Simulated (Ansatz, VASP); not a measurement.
## BiAsS: VASP beside Ansatz

```
CELL_PARAMETERS angstrom
4.12746 0.00000 0.00000
0.00000 4.17041 0.00000
0.00000 0.00000 4.25742
ATOMIC_POSITIONS crystal
Bi 0.00000 0.00000 0.00000
As 0.50000 0.50000 0.50000
S 0.50000 0.50000 0.00000
```

Change from the starting cell: species swapped into the ErCoC type (Pmmm, No. 47).

Alike in both runs: task relaxation of cell and atoms; functional PBE; k mesh 4 × 4 × 4; occupations gaussian, width 0.1 eV; no spin polarisation.

|  | VASP | Ansatz |
| --- | --- | --- |
| version | VASP 6.6.1 | Ansatz 0.2.0 |
| potentials or method | VASP PAW PBE potentials, release 64 (Bi_d, As, S) | scalar-relativistic, plane waves, PAW |
| plane-wave cutoff (eV) | 600 | 420 |
| valence electrons in the cell | 26 | 36 |

|  | VASP | Ansatz | Ansatz less VASP |
| --- | --- | --- | --- |
| gap on the k mesh at the Fermi level, each at its own relaxed structure (eV) | none | none | - |
| relaxed volume (Å³/atom) | 27.18 | 27.07 | -0.115 |
| relaxed cell length with the largest relative difference (Å) | 5.254 | 5.244 | -0.0106 |
| energy change over the relaxation (meV/atom) | -452 | -446 | +5.7 |

A gap of «none» marks a metal or a gap that the smearing closes. The two sets of potentials don't hold the same shells in valence.

Caveats: the k mesh is coarse (spacing up to 0.38 Å⁻¹), so the values aren't converged; spin-orbit coupling is left out, which moves the levels of the heavy elements.
